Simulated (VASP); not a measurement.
Data:

```xyz
2
Lattice="0.0000 2.3646 2.3646 2.3646 0.0000 2.3646 2.3646 2.3646 0.0000" Properties=species:S:1:pos:R:3 pbc="T T T"
Ca     0.0000     0.0000     0.0000
O      2.3646     2.3646     2.3646
```

These are PBE GGA, VASP's PBE PAW potentials (set 64) (plane waves; VASP) values and carry that method's errors. Run with 400 eV cut-off, 6×6×6 Γ-centred mesh, Fermi-Dirac smearing of 0.020 eV, potentials Ca_sv O.

Give the energies of bands 6 to 11 at the high-symmetry points, in eV from the valence-band maximum.

```
band     Γ      X      U      L      W
----  ----  -----  -----  -----  -----
6     0.00  -1.26  -1.38  -2.74  -1.36
7     0.00  -0.35  -1.19  -1.29  -1.05
8     0.00  -0.35  -0.81  -1.29  -1.05
9     5.13   3.63   5.23   7.30   6.48
10    6.36   8.43   8.27   8.64   6.48
11    6.36   9.19   8.94   8.64   8.74
```

The gap is indirect, 3.63 eV, from the valence maximum at Γ to the conduction minimum at X.

The structure is a typed CaO crystal. The cell was not relaxed at this level.
